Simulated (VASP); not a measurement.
Input:

```
NbN
1.0
    0.00000     2.19073     2.19073
    2.19073     0.00000     2.19073
    2.19073     2.19073     0.00000
Nb N
1 1
Direct
  0.00000   0.00000   0.00000
  0.50000   0.50000   0.50000
```

Method: PBE GGA with D3 dispersion (Becke-Johnson damping), VASP's PBE PAW potentials (set 64) (plane waves; VASP). Settings: 520 eV cut-off, Gaussian smearing of 0.050 eV, potentials Nb_sv N.

Task: Give the energies of bands 6 to 12 at the high-symmetry points, in eV from the Fermi level.

Result: 
```csv
band,Γ,X,U,L,W
6,-3.35,-5.75,-6.85,-9.19,-6.72
7,-3.35,-5.09,-5.99,-7.11,-6.04
8,-3.35,-4.01,-5.67,-7.11,-6.04
9,-2.02,-4.01,-1.92,1.52,-0.10
10,-2.02,1.63,2.04,1.52,-0.10
11,-2.02,2.85,2.20,2.02,2.86
12,-0.13,2.85,4.16,4.56,3.53
```

It has no gap at this level: it comes out as a metal or semimetal.

The compound is NbN in the rock salt structure, the cubic δ form, which competes with hexagonal ones. It was relaxed first.
